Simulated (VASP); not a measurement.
Computed with RPBE GGA, VASP's PBE PAW potentials (set 64) (plane waves; VASP 6.6.1).

Input for VASP

File POSCAR:
```
SrO
1.0
  0.0000000000   2.6062778965   2.6062778965
  2.6062778965   0.0000000000   2.6062778965
  2.6062778965   2.6062778965   0.0000000000
Sr O
1 1
Direct
  0.0000000000   0.0000000000   0.0000000000
  0.5000000000   0.5000000000   0.5000000000
```

### KPOINTS
```
Automatic mesh
0
Gamma
9 9 9
0 0 0
```

INCAR:
```
SYSTEM = SrO
PREC = Accurate
ENCUT = 520
EDIFF = 1E-7
NELM = 100
ALGO = Normal
LREAL = .FALSE.
LASPH = .TRUE.
ISMEAR = 0
SIGMA = 0.05
GGA = RP
LMAXMIX = 4
LWAVE = .FALSE.
LCHARG = .FALSE.
ISIF = 2
```

POTCAR, in this order: Sr_sv O (PBE.64 set). Program: vasp_std.

What VASP printed:

### OSZICAR
```
       N       E                     dE             d eps       ncg     rms          rms(c)
DAV:   1     0.769146317633E+02    0.76915E+02   -0.85969E+03   840   0.129E+03
DAV:   2    -0.102353700362E+02   -0.87150E+02   -0.79859E+02  1200   0.250E+02
DAV:   3    -0.134544340348E+02   -0.32191E+01   -0.31999E+01  1100   0.473E+01
DAV:   4    -0.135477128249E+02   -0.93279E-01   -0.93238E-01  1184   0.693E+00
DAV:   5    -0.135484670788E+02   -0.75425E-03   -0.75424E-03  1068   0.632E-01    0.153E+01
DAV:   6    -0.114473619828E+02    0.21011E+01   -0.10510E+01   972   0.240E+01    0.182E+01
DAV:   7    -0.113580878253E+02    0.89274E-01   -0.60768E-01  1044   0.686E+00    0.101E+01
DAV:   8    -0.113742711695E+02   -0.16183E-01   -0.13837E-01   908   0.429E+00    0.921E-01
DAV:   9    -0.113772431194E+02   -0.29719E-02   -0.17139E-02  1068   0.115E+00    0.256E-01
DAV:  10    -0.113787354934E+02   -0.14924E-02   -0.21115E-03   896   0.447E-01    0.544E-02
DAV:  11    -0.113790043745E+02   -0.26888E-03   -0.41327E-04  1020   0.176E-01    0.764E-02
DAV:  12    -0.113790294857E+02   -0.25111E-04   -0.37801E-05   912   0.578E-02    0.140E-02
DAV:  13    -0.113790345551E+02   -0.50694E-05   -0.10509E-05  1012   0.302E-02    0.133E-02
DAV:  14    -0.113790347607E+02   -0.20558E-06   -0.12654E-06   920   0.102E-02    0.162E-03
DAV:  15    -0.113790347879E+02   -0.27133E-07   -0.39951E-08   756   0.196E-03
   1 F= -.11379035E+02 E0= -.11379035E+02  d E =-.350957E-18
```

OUTCAR:
```
------------------------ aborting loop because EDIFF is reached ----------------------------------------
  FORCE on cell =-STRESS in cart. coord.  units (eV):
  Direction    XX          YY          ZZ          XY          YZ          ZX
  --------------------------------------------------------------------------------------
  Total        0.5628143      0.5628143      0.5628143      0.0000000      0.0000000      0.0000000
  in kB       25.4673382     25.4673382     25.4673382      0.0000000      0.0000000      0.0000000
  external PRESSURE =      25.4673382 kB  Pullay stress =       0.0000000 kB
  volume of cell :       35.41
      direct lattice vectors                 reciprocal lattice vectors
     0.000000000  2.606277896  2.606277896    -0.191844469  0.191844469  0.191844469
     2.606277896  0.000000000  2.606277896     0.191844469 -0.191844469  0.191844469
     2.606277896  2.606277896  0.000000000     0.191844469  0.191844469 -0.191844469
  FREE ENERGIE OF THE ION-ELECTRON SYSTEM (eV)
  ---------------------------------------------------
  free  energy   TOTEN  =       -11.3790347879 eV

  energy  without entropy=      -11.3790347879  energy(sigma->0) =      -11.37903479
```
(Selected blocks of OUTCAR.)

The compound is SrO in the rock salt structure. This cell is one point of a volume scan, at 0.97 of the reference volume.
